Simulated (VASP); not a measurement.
# AuZn (CsCl type): computed properties

Method: r2SCAN meta-GGA, VASP's PBE PAW potentials (set 64) (plane waves; VASP 6.6.1).

```json
{
 "space_group": "Pm-3m (221)",
 "cell": "a = 3.1473 Å, b = 3.1473 Å, c = 3.1473 Å, α = 90.00°, β = 90.00°, γ = 90.00°",
 "volume_per_atom": "15.59 Å³/atom",
 "band gap (over mesh and band path)": "none (metal, semimetal or under 0.01 eV)",
 "band_gap_with_spin_orbit_coupling": "none (metallic)",
 "density": "13.97 g/cm³"
}
```

```yaml
crystal:
  lattice:
    - [3.14732, 0.00000, 0.00000]
    - [0.00000, 3.14732, 0.00000]
    - [0.00000, 0.00000, 3.14732]
  atoms:
    - { symbol: Zn, position: [0.50000, 0.50000, 0.50000] }
    - { symbol: Au, position: [0.00000, 0.00000, 0.00000] }
```

Unless said otherwise, spin-orbit coupling is left out, though it shifts the bands of the heavy elements here.

The compound is AuZn in the CsCl type structure. It was relaxed first. Symmetry was kept, so distortions that lower it aren't found. The electron count is odd and the run is not spin-polarised, which forces a metal.
